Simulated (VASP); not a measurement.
All values below come from PBEsol GGA, VASP's PBE PAW potentials (set 64) (plane waves; VASP 6.6.1).

VASP ran on this input.

KPOINTS:
```
Automatic mesh
0
Gamma
7 7 2
0 0 0
```

### INCAR
```
# general
SYSTEM  = AlGa3N4
PREC    = Accurate
ENCUT   = 520
LREAL   = F   # projection in real space or not
LASPH   = T   # aspherical one-centre terms

# electronic loop
EDIFF   = 1E-6   # SCF stop (eV)
NELM    = 100   # most electronic steps
ALGO    = Normal
LMAXMIX = 4

# smearing
ISMEAR  = 0   # Gaussian
SIGMA   = 0.05

# functional
GGA     = PS

# ions
IBRION  = 2   # conjugate gradients
NSW     = 60
ISIF    = 3
EDIFFG  = -0.02   # ionic stop

# output
LWAVE   = F
LCHARG  = F
```

POSCAR:
```
AlGa3N4
1
    1.5817536584    -2.7396780537    -0.0000000000
    1.5817536584     2.7396780537     0.0000000000
   -0.0000000000     0.0000000000    10.2788800023
Ga N Al
3 4 1
Direct
  0.6666670000   0.3333330000   0.2540356108
  0.3333330000   0.6666670000   0.0011911537
  0.6666670000   0.3333330000   0.7489161273
  0.6666670000   0.3333330000   0.4444625910
  0.3333330000   0.6666670000   0.1910268795
  0.6666670000   0.3333330000   0.9386596914
  0.3333330000   0.6666670000   0.6851181299
  0.3333330000   0.6666670000   0.5005898164
```

POTCAR, in this order: Ga_d N Al (PBE.64 set). Program: vasp_std.

The run wrote:

File OSZICAR:
```
       N       E                     dE             d eps       ncg     rms          rms(c)
DAV:   1     0.648972591158E+03    0.64897E+03   -0.29312E+04  1247   0.287E+03
DAV:   2     0.494313847879E+02   -0.59954E+03   -0.57674E+03  1320   0.668E+02
DAV:   3    -0.554929686525E+02   -0.10492E+03   -0.10154E+03  1382   0.203E+02
DAV:   4    -0.626326490926E+02   -0.71397E+01   -0.70937E+01  1635   0.558E+01
DAV:   5    -0.627946945985E+02   -0.16205E+00   -0.16162E+00  1453   0.824E+00    0.150E+01
DAV:   6    -0.549028708988E+02    0.78918E+01   -0.30485E+01  2118   0.621E+01    0.460E+00
DAV:   7    -0.551061610331E+02   -0.20329E+00   -0.39130E+00  1332   0.124E+01    0.385E+00
DAV:   8    -0.550409145459E+02    0.65246E-01   -0.52204E-01  1703   0.104E+01    0.968E-01
DAV:   9    -0.550137959054E+02    0.27119E-01   -0.14595E-01  2072   0.724E+00    0.378E-01
DAV:  10    -0.550150652136E+02   -0.12693E-02   -0.14953E-02  1354   0.116E+00    0.173E-01
DAV:  11    -0.550151295566E+02   -0.64343E-04   -0.19473E-03  1744   0.110E+00    0.318E-02
DAV:  12    -0.550151613694E+02   -0.31813E-04   -0.42802E-04  1756   0.376E-01    0.201E-02
DAV:  13    -0.550151731409E+02   -0.11772E-04   -0.13298E-04  1576   0.897E-02    0.139E-02
DAV:  14    -0.550151758662E+02   -0.27253E-05   -0.70566E-06  1415   0.605E-02    0.106E-02
DAV:  15    -0.550151753620E+02    0.50425E-06   -0.35413E-06  1216   0.465E-02
   1 F= -.55015175E+02 E0= -.55015175E+02  d E =-.550152E+02
       N       E                     dE             d eps       ncg     rms          rms(c)
DAV:   1    -0.550153016960E+02   -0.12583E-03   -0.54558E-02  1280   0.174E+00    0.110E-01
DAV:   2    -0.550153488745E+02   -0.47178E-04   -0.34190E-03  1467   0.703E-01    0.572E-02
DAV:   3    -0.550152728405E+02    0.76034E-04   -0.37741E-04  1833   0.190E-01    0.184E-02
DAV:   4    -0.550152664847E+02    0.63558E-05   -0.58522E-05  1838   0.987E-02    0.555E-03
DAV:   5    -0.550152673103E+02   -0.82557E-06   -0.14898E-05  1374   0.359E-02    0.378E-03
DAV:   6    -0.550152672610E+02    0.49257E-07   -0.54868E-07   822   0.221E-02
   2 F= -.55015267E+02 E0= -.55015267E+02  d E =-.918990E-04
       N       E                     dE             d eps       ncg     rms          rms(c)
DAV:   1    -0.550152877554E+02   -0.20445E-04   -0.49320E-03  1300   0.522E-01    0.332E-02
DAV:   2    -0.550152920436E+02   -0.42882E-05   -0.31111E-04  1478   0.212E-01    0.172E-02
DAV:   3    -0.550152855345E+02    0.65092E-05   -0.33096E-05  1791   0.584E-02    0.560E-03
DAV:   4    -0.550152849930E+02    0.54145E-06   -0.50150E-06  1390   0.341E-02
   3 F= -.55015285E+02 E0= -.55015285E+02  d E =-.109631E-03
```

OUTCAR:
```
------------------------ aborting loop because EDIFF is reached ----------------------------------------
  FORCE on cell =-STRESS in cart. coord.  units (eV):
  Direction    XX          YY          ZZ          XY          YZ          ZX
  --------------------------------------------------------------------------------------
  Total        0.0218365      0.0218365     -0.0516018      0.0000000     -0.0000000      0.0000000
  in kB        0.3925445      0.3925446     -0.9276213      0.0000000     -0.0000000      0.0000000
  external PRESSURE =      -0.0475107 kB  Pullay stress =       0.0000000 kB
  volume of cell :       89.13
      direct lattice vectors                 reciprocal lattice vectors
     1.581740160 -2.739654673  0.000000000     0.316107546 -0.182504753  0.000000000
     1.581740160  2.739654673  0.000000000     0.316107546  0.182504753  0.000000000
     0.000000000  0.000000000 10.283575406    -0.000000000  0.000000000  0.097242443
 POSITION                                       TOTAL-FORCE (eV/Angst)
 -----------------------------------------------------------------------------------
      1.58174     -0.91322      2.61226         0.000000      0.000000      0.012271
      1.58174      0.91322      0.01179        -0.000000     -0.000000      0.003155
      1.58174     -0.91322      7.69981        -0.000000     -0.000000     -0.012968
      1.58174     -0.91322      4.57179         0.000000     -0.000000      0.012601
      1.58174      0.91322      1.96542         0.000000      0.000000      0.009180
      1.58174     -0.91322      9.65333         0.000000     -0.000000     -0.010813
      1.58174      0.91322      7.04536        -0.000000      0.000000     -0.012672
      1.58174      0.91322      5.14761        -0.000000     -0.000000     -0.000754
 -----------------------------------------------------------------------------------
    total drift:                               -0.000002      0.000927     -0.000041
  FREE ENERGIE OF THE ION-ELECTRON SYSTEM (eV)
  ---------------------------------------------------
  free  energy   TOTEN  =       -55.0152849930 eV

  energy  without entropy=      -55.0152849930  energy(sigma->0) =      -55.01528499

 reached required accuracy - stopping structural energy minimisation
```
(Selected blocks of OUTCAR.)

### CONTCAR
```
AlGa3N4
   1.00000000000000
     1.5817401595845801   -2.7396546730568314    0.0000000000000000
     1.5817401595845801    2.7396546730568314    0.0000000000000000
     0.0000000000000000    0.0000000000000000   10.2835754060231377
  Ga              N               Al
     3     4     1
Direct
     0.6666669999999968    0.3333330000000032    0.2540230201989892
     0.3333330000000032    0.6666669999999968    0.0011466538425445
     0.6666669999999968    0.3333330000000032    0.7487483731657014
     0.6666669999999968    0.3333330000000032    0.4445721437457924
     0.3333330000000032    0.6666669999999968    0.1911224426012870
     0.6666669999999968    0.3333330000000032    0.9387135968997032
     0.3333330000000032    0.6666669999999968    0.6851080462322784
     0.3333330000000032    0.6666669999999968    0.5005657233136996
```

The structure was generated: AlGa3N4 was put into an ordered model structure (P3m1), which need not be its known phase. This run relaxes it. Symmetry was kept, so distortions that lower it aren't found. The start is the result of an earlier pass.
